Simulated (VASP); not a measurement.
# CaCuF3: structure and properties in VASP, part 3 of 6

Wanted: the relaxed cell of CaCuF3 and its properties. The cell is invented: it takes the structure of a Materials Project entry for KCaF3 (space group 221 there), with some of its atoms replaced by other elements, volume scaled by an estimate. It may not be a known or stable phase.

VASP 6.6.1, plane waves and PAW; the level of theory is named at each step.

So far, gap on the k-mesh (eV): step 2 (rough relaxation of the start cell) 0.496; step 3 (full relaxation (LAK)) 0.512; step 4 (second relaxation) 0.512.

### Step 5. Density, ELF and potential (LAK)

Level of this step: LAK; plane waves and PAW (Cu, Ca_sv, F); invented cell (VASP).

A single point on the relaxed cell gives a clean self-consistent state, with density, ELF and potential written out.

INCAR

```
SYSTEM = CaCuF3
PREC = Accurate
ENCUT = 520
EDIFF = 1E-06
NELM = 100
ISMEAR = -1
SIGMA = 0.05
LREAL = .FALSE.
ALGO = Normal
METAGGA = LAK
LASPH = .TRUE.
NBANDS = 27
LORBIT = 11
LWAVE = .FALSE.
LCHARG = .TRUE.
ISIF = 2
LELF = .TRUE.
LVHAR = .TRUE.
```

POSCAR

```
CaCuF3
1.0
    4.3479382084      0.0000000000      0.0000000000
    0.0000000000      4.3479382084      0.0000000000
    0.0000000000      0.0000000000      4.3479382084
Cu Ca F
1 1 3
Direct
    0.5000000000      0.5000000000      0.5000000000
    0.0000000000      0.0000000000      0.0000000000
    0.0000000000      0.5000000000      0.0000000000
    0.0000000000      0.0000000000      0.5000000000
    0.5000000000      0.0000000000      0.0000000000
```

KPOINTS

```
Automatic mesh
0
Gamma
5 5 5
0 0 0
```

PAW data sets: Cu, Ca_sv and F (PBE family, release 64).

The run is started by

```sh
mpirun -np 2 vasp_std
```

The log of the run:

```text
[banner, memory and clock lines left out]
running    2 mpi-ranks, on    1 nodes
 distrk:  each k-point on    2 cores,    1 groups
 distr:  one band on    1 cores,    2 groups

 POSCAR found type information on POSCAR CuCaF
 POSCAR found :  3 types and       5 ions
 [... a notice as in an earlier step ...]

 LDA part: xc-table for (None), standard interpolation
|                                                                             |
|           W    W    AA    RRRRR   N    N  II  N    N   GGGG   !!!           |
|           W    W   A  A   R    R  NN   N  II  NN   N  G    G  !!!           |
|           W    W  A    A  R    R  N N  N  II  N N  N  G       !!!           |
|           W WW W  AAAAAA  RRRRR   N  N N  II  N  N N  G  GGG   !            |
|           WW  WW  A    A  R   R   N   NN  II  N   NN  G    G                |
|           W    W  A    A  R    R  N    N  II  N    N   GGGG   !!!           |
|                                                                             |
|     The number of bands has been changed from the values supplied in        |
|     The orbitals not found in the WAVECAR file will be initialized with     |
|     random numbers, which is usually adequate. For correlated               |
|     calculations, however, you should redo the groundstate calculation.     |
|     I found NBANDS = 27. Now, NBANDS = 28.                                  |
|                                                                             |

 POSCAR, INCAR and KPOINTS ok, starting setup
 FFT: planning ... GRIDC
 FFT: planning ... GRID_SOFT
 FFT: planning ... GRID
 WAVECAR not read
 entering main loop
       N       E                     dE             d eps       ncg     rms          rms(c)
DAV:   1     0.517137632354E+03    0.51714E+03   -0.21111E+04   560   0.172E+03
DAV:   2     0.399783054637E+02   -0.47716E+03   -0.45127E+03   616   0.455E+02
DAV:   3    -0.204057144761E+02   -0.60384E+02   -0.59230E+02   720   0.175E+02
DAV:   4    -0.231582448873E+02   -0.27525E+01   -0.27334E+01   896   0.349E+01
DAV:   5    -0.232368297574E+02   -0.78585E-01   -0.78460E-01   764   0.466E+00    0.192E+01
DAV:   6    -0.124084065871E+02    0.10828E+02   -0.18332E+02   768   0.109E+02    0.175E+01
DAV:   7    -0.469636907535E+01    0.77120E+01   -0.18468E+01   656   0.391E+01    0.898E+00
DAV:   8    -0.358875285304E+01    0.11076E+01   -0.13721E+01   628   0.103E+02    0.174E+00
DAV:   9    -0.365646705027E+01   -0.67714E-01   -0.15439E+00   740   0.900E+00    0.125E+00
DAV:  10    -0.362745665857E+01    0.29010E-01   -0.27572E-01   800   0.495E+00    0.516E-01
DAV:  11    -0.362297847836E+01    0.44782E-02   -0.48732E-02   804   0.248E+00    0.224E-01
DAV:  12    -0.362286490492E+01    0.11357E-03   -0.65805E-03   796   0.906E-01    0.104E-01
DAV:  13    -0.362297803265E+01   -0.11313E-03   -0.13955E-03   692   0.384E-01    0.432E-02
DAV:  14    -0.362293571146E+01    0.42321E-04   -0.21441E-04   904   0.129E-01    0.311E-02
DAV:  15    -0.362293677768E+01   -0.10662E-05   -0.12736E-04   796   0.123E-01    0.522E-03
DAV:  16    -0.362293424602E+01    0.25317E-05   -0.11518E-05   580   0.287E-02    0.596E-03
DAV:  17    -0.362293373054E+01    0.51548E-06   -0.72349E-06   448   0.340E-02
   1 F= -.36229337E+01 E0= -.36224486E+01  d E =-.970351E-03
```

Run time: 73 s. Hardware: 2 MPI ranks of AMD EPYC 7R43, shared host; peak memory 0.25 GiB.

From OUTCAR (step 5):

```text
   k-points           NKPTS =     10   k-points in BZ     NKDIM =     10   number of bands    NBANDS=     28

   NELECT =      42.0000    total number of electrons

 E-fermi :  -0.0057

 k-point     1 :       0.0000    0.0000    0.0000
  band No.  band energies     occupation
    ...
     17      -0.5696      1.99997
     18      -0.5696      1.99997
     19      -0.4963      1.99989
     20      -0.4963      1.99989
     21      -0.4963      1.99989
     22       0.1077      0.18764
     23       7.9702      0.00000
     24       7.9702      0.00000
     25       7.9702      0.00000
     26       8.6584      0.00000
    ...

  Total       -0.0186996     -0.0186996     -0.0186996     -0.0000000     -0.0000000      0.0000000
  in kB       -0.3644955     -0.3644955     -0.3644955     -0.0000000     -0.0000000      0.0000000
  external PRESSURE =      -0.3644955 kB  Pullay stress =       0.0000000 kB

  FREE ENERGIE OF THE ION-ELECTRON SYSTEM (eV)
  ---------------------------------------------------
  free  energy   TOTEN  =        -3.6229337305 eV

  energy  without entropy=       -3.6219633792  energy(sigma->0) =       -3.62244855

[... 9 parts as in an earlier step ...]

[... 8 further parts left out ...]
```

Numbers from this step:

* SCF cycles: 17
* bands: 28
* pressure: -0.03645 GPa
* gap on the k-mesh: 0.5118 eV
* least direct gap on the k-mesh: 0.604 eV

Valence electrons inside each PAW sphere by angular momentum. Sphere charges, by row:

| atom | s (e) | p (e) | d (e) | tot (e) |
| --- | --- | --- | --- | --- |
| Cu1 | 0.058 | 0.025 | 9.518 | 9.601 |
| Ca2 | 2.033 | 5.905 | 0.278 | 8.216 |
| F3 | 1.759 | 4.376 | 0 | 6.135 |
| F4 | 1.759 | 4.376 | 0 | 6.135 |
| F5 | 1.759 | 4.376 | 0 | 6.135 |

Valence density in the ac plane at fractional y = 0.000, with atoms of Ca and F within 0.2 Å of it. It is the smooth field of the valence electrons, not physical close to the nuclei.

Ten even steps from '_' (0 e/Å³) to '@' (12 e/Å³), each cell a mean:
```
==--..____..++##==______::--
::..________..::..______..::
____________________________
____________________________
..__________________________
++--____________________..==
@@++..__________________::##
##--____________________..++
::..______________________..
____________________________
____________________________
....__________..__________..
--::..____..--++--______..--
++--..____::##@@++..____::==
```
Columns run along a (4.3 Å), rows up along c (4.3 Å). Atoms in or near the plane, at fractional coordinates: Ca at (0.00, 0.00), F at (0.00, 0.50), F at (0.50, 0.00).

Electrostatic potential energy in the ac plane at fractional y = 0.000, with atoms of Ca and F within 0.2 Å of it. With pseudopotentials it is smooth inside the atoms' cores, unlike the true potential.

Values in eV, 14 rows by 14 columns, each cell a mean:
```
-32 -26 -16  -5   1 -13 -43 -50 -35  -3  -1  -9 -20 -29
-22 -18 -10  -2   2   1 -12 -19  -7   3   1  -5 -14 -20
-10  -8  -3   1   4   5   5   5   5   5   3   0  -5  -9
 -2   0   2   4   5   6   6   6   6   5   4   3   1  -1
 -7  -1   4   5   6   6   6   6   6   6   5   5   3  -3
-44 -26   1   5   6   6   6   5   6   6   6   5  -7 -35
-53 -44  -4   5   6   6   5   5   5   6   6   5 -19 -50
-50 -34  -1   5   6   6   6   5   6   6   6   5 -12 -43
-20  -8   3   5   6   6   6   6   6   6   6   5   1 -13
  0   1   3   4   5   6   6   6   6   6   5   4   2   1
 -6  -4  -1   2   4   5   5   5   5   5   4   1  -2  -5
-17 -14  -7  -1   3   3  -1  -4   1   4   2  -3 -10 -16
-29 -24 -14  -4   1  -8 -34 -44 -26  -1   0  -8 -18 -26
-36 -29 -17  -6   0 -20 -50 -53 -44  -7  -2 -10 -22 -32
```
Columns run along a (4.3 Å; values clipped at the 3rd and 97th percentile), rows up along c (4.3 Å). Atoms in or near the plane, at fractional coordinates: Ca at (0.00, 0.00), F at (0.00, 0.50), F at (0.50, 0.00).

ELF in the ac plane at fractional y = 0.000, with atoms of Ca and F within 0.2 Å of it. It is the smooth field of the valence electrons, not physical close to the nuclei.

Values, 14 rows by 14 columns, each cell a mean:
```
0.55 0.67 0.68 0.22 0.35 0.80 0.77 0.69 0.79 0.71 0.19 0.39 0.72 0.63
0.71 0.72 0.54 0.13 0.26 0.71 0.80 0.80 0.79 0.58 0.14 0.24 0.66 0.72
0.43 0.35 0.16 0.04 0.11 0.44 0.62 0.65 0.58 0.31 0.06 0.05 0.24 0.39
0.21 0.18 0.10 0.04 0.03 0.14 0.27 0.32 0.23 0.08 0.03 0.06 0.14 0.19
0.73 0.68 0.49 0.21 0.04 0.02 0.05 0.06 0.04 0.02 0.08 0.31 0.58 0.71
0.76 0.80 0.74 0.46 0.13 0.02 0.01 0.01 0.01 0.04 0.23 0.58 0.79 0.79
0.58 0.75 0.78 0.54 0.20 0.03 0.01 0.01 0.01 0.06 0.32 0.65 0.80 0.69
0.71 0.79 0.76 0.50 0.16 0.02 0.01 0.01 0.01 0.05 0.27 0.62 0.80 0.77
0.80 0.78 0.63 0.32 0.07 0.02 0.02 0.03 0.02 0.02 0.14 0.44 0.71 0.80
0.38 0.33 0.20 0.07 0.02 0.07 0.16 0.20 0.13 0.04 0.03 0.11 0.26 0.35
0.25 0.20 0.08 0.03 0.07 0.32 0.50 0.54 0.46 0.21 0.04 0.04 0.13 0.22
0.69 0.65 0.41 0.08 0.20 0.63 0.76 0.78 0.74 0.49 0.10 0.16 0.54 0.68
0.61 0.70 0.65 0.20 0.33 0.78 0.79 0.75 0.80 0.68 0.18 0.35 0.72 0.67
0.43 0.61 0.69 0.25 0.38 0.80 0.71 0.58 0.76 0.73 0.21 0.43 0.71 0.55
```
Columns run along a (4.3 Å), rows up along c (4.3 Å). Atoms in or near the plane, at fractional coordinates: Ca at (0.00, 0.00), F at (0.00, 0.50), F at (0.50, 0.00).

In this run the pressure is -0.04 GPa, small enough to go on.

### Step 6. Bands along the symmetry lines (LAK)

The mesh alone shows little of the dispersion and can miss band extrema, so KPOINTS_OPT adds a path through the symmetry points after the self-consistent cycle.

INCAR

```
SYSTEM = CaCuF3
PREC = Accurate
ENCUT = 520
EDIFF = 1E-06
NELM = 100
ISMEAR = -1
SIGMA = 0.05
LREAL = .FALSE.
ALGO = Normal
METAGGA = LAK
LASPH = .TRUE.
NBANDS = 36
LORBIT = 11
LWAVE = .FALSE.
LCHARG = .FALSE.
KPAR = 2
```

POSCAR is that of step 5.

KPOINTS is that of step 5.

KPOINTS_OPT

```
Line mode
16
Line-mode
Reciprocal
  0.00000000   0.00000000   0.00000000 GAMMA
  0.00000000   0.50000000   0.00000000 X

  0.00000000   0.50000000   0.00000000 X
  0.50000000   0.50000000   0.00000000 M

  0.50000000   0.50000000   0.00000000 M
  0.00000000   0.00000000   0.00000000 GAMMA

  0.00000000   0.00000000   0.00000000 GAMMA
  0.50000000   0.50000000   0.50000000 R

  0.50000000   0.50000000   0.50000000 R
  0.00000000   0.50000000   0.00000000 X

  0.50000000   0.50000000   0.00000000 M
  0.50000000   0.50000000   0.50000000 R
```

The run is started by

```sh
mpirun -np 2 vasp_std
```

The log of the run:

```text
[... set-up lines as in an earlier step ...]
 entering main loop
       N       E                     dE             d eps       ncg     rms          rms(c)
DAV:   1     0.483774064420E+03    0.48377E+03   -0.19960E+04   736   0.132E+03
DAV:   2     0.282073559489E+02   -0.45557E+03   -0.41727E+03   776   0.365E+02
DAV:   3    -0.211152278406E+02   -0.49323E+02   -0.47703E+02   844   0.132E+02
DAV:   4    -0.231916607279E+02   -0.20764E+01   -0.20366E+01  1212   0.255E+01
DAV:   5    -0.232423845111E+02   -0.50724E-01   -0.50675E-01   864   0.318E+00    0.192E+01
DAV:   6    -0.126185911307E+02    0.10624E+02   -0.14019E+02  1048   0.849E+01    0.181E+01
DAV:   7    -0.469075805899E+01    0.79278E+01   -0.17487E+01   860   0.328E+01    0.886E+00
DAV:   8    -0.360992699277E+01    0.10808E+01   -0.88162E+00   872   0.789E+01    0.170E+00
DAV:   9    -0.366630693725E+01   -0.56380E-01   -0.10991E+00   944   0.631E+00    0.137E+00
DAV:  10    -0.363236042944E+01    0.33947E-01   -0.88304E-02  1036   0.278E+00    0.655E-01
DAV:  11    -0.362509804174E+01    0.72624E-02   -0.36861E-02   996   0.159E+00    0.391E-01
DAV:  12    -0.362278064000E+01    0.23174E-02   -0.10717E-02   988   0.110E+00    0.858E-02
DAV:  13    -0.362300842835E+01   -0.22779E-03   -0.12628E-03   756   0.285E-01    0.487E-02
DAV:  14    -0.362292523057E+01    0.83198E-04   -0.17366E-04   952   0.123E-01    0.178E-02
DAV:  15    -0.362293646019E+01   -0.11230E-04   -0.28097E-05   996   0.467E-02    0.405E-03
DAV:  16    -0.362293665744E+01   -0.19725E-06   -0.34494E-06   772   0.180E-02
   1 F= -.36229367E+01 E0= -.36224582E+01  d E =-.956869E-03
 Start KPOINTS_OPT (optional k-point list driver)
k-point batch [1-10\96]
       N       E                     dE             ncg
DAV:   1     0.987679763943E+03   -0.12246E+04      720
DAV:   2    -0.346835588530E+04   -0.44560E+04      792
DAV:   3    -0.397810660308E+04   -0.50975E+03      852
DAV:   4    -0.399731262594E+04   -0.19206E+02     1012
DAV:   5    -0.399788004109E+04   -0.56742E+00     1012
DAV:   6    -0.399789305524E+04   -0.13014E-01      936
DAV:   7    -0.399789345379E+04   -0.39855E-03     1016
DAV:   8    -0.399789345770E+04   -0.39128E-05      756
DAV:   9    -0.399789345780E+04   -0.91722E-07      532
[...]
k-point batch [91-96\96]
       N       E                     dE             ncg
DAV:   1     0.620944335302E+04   -0.83634E+04      432
DAV:   2     0.359513484615E+04   -0.26143E+04      492
DAV:   3     0.330796600033E+04   -0.28717E+03      496
DAV:   4     0.329686210698E+04   -0.11104E+02      604
DAV:   5     0.329663239537E+04   -0.22971E+00      588
DAV:   6     0.329662660297E+04   -0.57924E-02      552
DAV:   7     0.329662646965E+04   -0.13332E-03      592
DAV:   8     0.329662646784E+04   -0.18094E-05      488
DAV:   9     0.329662646780E+04   -0.38614E-07      284
```

Run time: 5.1 min. Hardware: 2 MPI ranks; peak memory 0.33 GiB.

From OUTCAR (step 6):

```text
   k-points           NKPTS =     10   k-points in BZ     NKDIM =     10   number of bands    NBANDS=     36

   NELECT =      42.0000    total number of electrons

 E-fermi :  -0.0070

 k-point     1 :       0.0000    0.0000    0.0000
  band No.  band energies     occupation
    ...
     17      -0.5717      1.99998
     18      -0.5717      1.99998
     19      -0.4984      1.99989
     20      -0.4984      1.99989
     21      -0.4984      1.99989
     22       0.1073      0.18455
     23       7.9703      0.00000
     24       7.9703      0.00000
     25       7.9703      0.00000
     26       8.6583      0.00000
    ...

  Total        0.0183814      0.0183814      0.0183814      0.0000000      0.0000000     -0.0000000
  in kB        0.3582934      0.3582934      0.3582934      0.0000000      0.0000000     -0.0000000
  external PRESSURE =       0.3582934 kB  Pullay stress =       0.0000000 kB

  FREE ENERGIE OF THE ION-ELECTRON SYSTEM (eV)
  ---------------------------------------------------
  free  energy   TOTEN  =        -3.6229366574 eV

  energy  without entropy=       -3.6219797880  energy(sigma->0) =       -3.62245822

[... 8 parts as in an earlier step ...]

[... 9 further parts left out ...]
```

Numbers from this step:

```yaml
scf_cycles: 16
bands: 36
fermi_energy: -0.007 eV
pressure: 0.03583 GPa
least_gap_on_mesh_and_path: 0.5024 eV
least_direct_gap_on_mesh_and_path: 0.6045 eV
valence_top_at_k: 0, 0.5, 0
```

The electronic bands at the labelled points (eV, zero at the valence-band top; v1 is the highest filled band, c1 the lowest empty one):

| point | v4 | v3 | v2 | v1 | c1 | c2 | c3 | c4 |
| --- | --- | --- | --- | --- | --- | --- | --- | --- |
| Γ | -0.17 | -0.10 | -0.10 | -0.10 | 0.50 | 8.37 | 8.37 | 8.37 |
| 0.47 of the way | -0.12 | -0.10 | -0.06 | -0.06 | 1.17 | 6.90 | 8.07 | 8.07 |
| X | -0.09 | -0.06 | 0.00 | 0.00 | 2.25 | 5.05 | 7.88 | 7.88 |
| 0.47 of the way | -0.05 | -0.05 | -0.05 | 0.00 | 2.44 | 5.57 | 7.22 | 8.06 |
| M | -0.06 | -0.01 | 0.00 | 0.00 | 2.74 | 6.31 | 6.31 | 8.57 |
| 0.53 of the way | -0.10 | -0.06 | -0.05 | -0.04 | 1.66 | 6.83 | 7.27 | 8.01 |
| Γ | -0.17 | -0.10 | -0.10 | -0.10 | 0.50 | 8.37 | 8.37 | 8.37 |
| 0.47 of the way | -0.11 | -0.08 | -0.02 | -0.02 | 2.01 | 6.76 | 7.41 | 7.41 |
| R | -0.13 | -0.13 | -0.04 | -0.04 | 2.28 | 7.27 | 7.27 | 7.27 |
| 0.53 of the way | -0.06 | -0.05 | -0.05 | -0.02 | 2.49 | 6.03 | 7.29 | 7.58 |
| X | -0.09 | -0.06 | 0.00 | 0.00 | 2.25 | 5.05 | 7.88 | 7.88 |
| jump to M | -0.06 | -0.01 | 0.00 | 0.00 | 2.74 | 6.31 | 6.31 | 8.57 |
| 0.53 of the way | -0.07 | -0.07 | -0.05 | -0.03 | 2.50 | 6.82 | 6.82 | 7.69 |
| R | -0.13 | -0.13 | -0.04 | -0.04 | 2.28 | 7.27 | 7.27 | 7.27 |

Of the projections kept (Cu, Ca, F), the largest for each band there; the rest of the weight can lie on other orbitals:

| point | v4 | v3 | v2 | v1 | c1 | c2 | c3 | c4 |
| --- | --- | --- | --- | --- | --- | --- | --- | --- |
| Γ | Cu 1.00 | Cu 1.00 | Cu 1.00 | Cu 1.00 | Cu 0.91 | Ca 0.99 | Ca 0.99 | Ca 0.99 |
| X | Cu 1.00 | Cu 0.97 | Cu 0.97 | Cu 0.97 | Cu 0.68 | Cu 0.69 | Ca 0.49 | Ca 0.49 |
| M | Cu 0.99 | Cu 0.99 | Cu 0.97 | Cu 0.97 | Cu 0.76 | Cu 0.61 | Cu 0.61 | Cu 1.00 |
| Γ | Cu 1.00 | Cu 1.00 | Cu 1.00 | Cu 1.00 | Cu 0.91 | Ca 0.99 | Ca 0.99 | Ca 0.99 |
| R | Cu 1.00 | Cu 1.00 | Cu 1.00 | Cu 1.00 | Cu 1.00 | F 0.45 | F 0.45 | F 0.45 |
| X | Cu 1.00 | Cu 0.97 | Cu 0.97 | Cu 0.97 | Cu 0.68 | Cu 0.69 | Ca 0.49 | Ca 0.49 |

The path finds the gap of the mesh within 0.02 eV, so the mesh comes close to both band edges.

[end of part 3 of 6]

[Lines on the potential files, build, host, timing and source positions are cut from VASP's logs without a mark.]

[Logs are printed without paths, hosts, clocks, repeated set-up lines and the standing remarks that a program may print on its own settings, such as how far it seeks lower states.]

[Hosts, paths, dates, database ids (printed as entryN), source tags and the programs' standing remarks are cut or masked in the printed files.]

[A measured line is paired with the nearest computed mode of its activity, which favours agreement.]
